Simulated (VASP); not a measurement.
Method: TPSS meta-GGA, VASP's PBE PAW potentials (set 64) (plane waves; VASP 6.6.1).

VASP input:

POSCAR:
```
KZnF3
1
    4.0528435364     0.0000000000     0.0000000000
    0.0000000000     4.0528435364     0.0000000000
    0.0000000000     0.0000000000     4.0528435364
K Zn F
1 1 3
Direct
  0.0000000000   0.0000000000   0.0000000000
  0.5000000000   0.5000000000   0.5000000000
  0.5000000000   0.0000000000   0.5000000000
  0.0000000000   0.5000000000   0.5000000000
  0.5000000000   0.5000000000   0.0000000000
```

**KPOINTS**
```
Automatic
0
Gamma
 6 6 6
0 0 0
```

INCAR:
```
SYSTEM = KZnF3
PREC = Accurate
ENCUT = 520
EDIFF = 1E-7
NELM = 100
ALGO = Normal
LREAL = .FALSE.
LASPH = .TRUE.
ISMEAR = 0
SIGMA = 0.05
METAGGA = TPSS
LMIXTAU = .TRUE.
LMAXMIX = 4
LWAVE = .FALSE.
LCHARG = .FALSE.
ISIF = 2
```

POTCAR, in this order: K_sv Zn F (PBE.64 set). Program: vasp_std.

The run wrote:

**OSZICAR**
```
       N       E                     dE             d eps       ncg     rms          rms(c)
DAV:   1     0.501449823878E+03    0.50145E+03   -0.23799E+04  1008   0.227E+03
DAV:   2     0.293080157624E+02   -0.47214E+03   -0.46082E+03  1278   0.571E+02
DAV:   3    -0.179646964917E+02   -0.47273E+02   -0.46971E+02  1206   0.191E+02
DAV:   4    -0.200323100955E+02   -0.20676E+01   -0.20629E+01  1704   0.439E+01
DAV:   5    -0.200636331908E+02   -0.31323E-01   -0.31307E-01  1296   0.384E+00    0.966E+01
DAV:   6    -0.427269176970E+02   -0.22663E+02   -0.26080E+02  1010   0.206E+02    0.372E+01
DAV:   7    -0.427565394039E+02   -0.29622E-01   -0.35040E+00  1428   0.308E+01    0.248E+01
DAV:   8    -0.427231008400E+02    0.33439E-01   -0.43058E+00  1286   0.193E+01    0.133E+01
DAV:   9    -0.425549772808E+02    0.16812E+00   -0.19552E+00  1494   0.194E+01    0.118E+01
DAV:  10    -0.425797319990E+02   -0.24755E-01   -0.56017E-01  1286   0.137E+01    0.208E+00
DAV:  11    -0.426526271758E+02   -0.72895E-01   -0.34195E-01  1225   0.665E+00    0.332E-01
DAV:  12    -0.426630202350E+02   -0.10393E-01   -0.19822E-02  1405   0.154E+00    0.167E-01
DAV:  13    -0.426603801206E+02    0.26401E-02   -0.72934E-03  1371   0.937E-01    0.159E-01
DAV:  14    -0.426652953631E+02   -0.49152E-02   -0.16263E-03  1061   0.548E-01    0.354E-02
DAV:  15    -0.426653353791E+02   -0.40016E-04   -0.25854E-04  1259   0.261E-01    0.407E-02
DAV:  16    -0.426656260167E+02   -0.29064E-03   -0.14211E-04  1472   0.137E-01    0.125E-02
DAV:  17    -0.426656411162E+02   -0.15100E-04   -0.29209E-05  1284   0.584E-02    0.561E-03
DAV:  18    -0.426656489820E+02   -0.78658E-05   -0.10813E-05  1033   0.416E-02    0.287E-03
DAV:  19    -0.426656518529E+02   -0.28709E-05   -0.84389E-07  1590   0.143E-02    0.138E-03
DAV:  20    -0.426656509425E+02    0.91039E-06   -0.43392E-07  1353   0.874E-03    0.170E-03
DAV:  21    -0.426656516575E+02   -0.71499E-06   -0.24077E-07   920   0.701E-03    0.635E-04
DAV:  22    -0.426656518093E+02   -0.15182E-06   -0.10352E-07   656   0.587E-03    0.276E-04
DAV:  23    -0.426656518386E+02   -0.29258E-07   -0.15067E-08   637   0.260E-03
   1 F= -.42665652E+02 E0= -.42665652E+02  d E =-.465323E-15
```

**OUTCAR**
```
------------------------ aborting loop because EDIFF is reached ----------------------------------------
  FORCE on cell =-STRESS in cart. coord.  units (eV):
  Direction    XX          YY          ZZ          XY          YZ          ZX
  --------------------------------------------------------------------------------------
  Total        1.0665934      1.0665934      1.0665934      0.0000000      0.0000000     -0.0000000
  in kB       25.6702412     25.6702412     25.6702412      0.0000000      0.0000000     -0.0000000
  external PRESSURE =      25.6702412 kB  Pullay stress =       0.0000000 kB
  volume of cell :       66.57
      direct lattice vectors                 reciprocal lattice vectors
     4.052843536  0.000000000  0.000000000     0.246740342  0.000000000  0.000000000
     0.000000000  4.052843536  0.000000000     0.000000000  0.246740342  0.000000000
     0.000000000  0.000000000  4.052843536     0.000000000  0.000000000  0.246740342
 POSITION                                       TOTAL-FORCE (eV/Angst)
 -----------------------------------------------------------------------------------
      0.00000      0.00000      0.00000         0.000000      0.000000      0.000000
      2.02642      2.02642      2.02642         0.000000      0.000000      0.000000
      2.02642      0.00000      2.02642         0.000000      0.000000      0.000000
      0.00000      2.02642      2.02642         0.000000      0.000000      0.000000
      2.02642      2.02642      0.00000         0.000000      0.000000      0.000000
 -----------------------------------------------------------------------------------
    total drift:                                0.000000      0.000000     -0.000000
  FREE ENERGIE OF THE ION-ELECTRON SYSTEM (eV)
  ---------------------------------------------------
  free  energy   TOTEN  =       -42.6656518386 eV

  energy  without entropy=      -42.6656518386  energy(sigma->0) =      -42.66565184
```
(Selected blocks of OUTCAR.)

The compound is KZnF3 in the cubic perovskite structure. This cell is one point of a volume scan, at 0.97 of the reference volume.
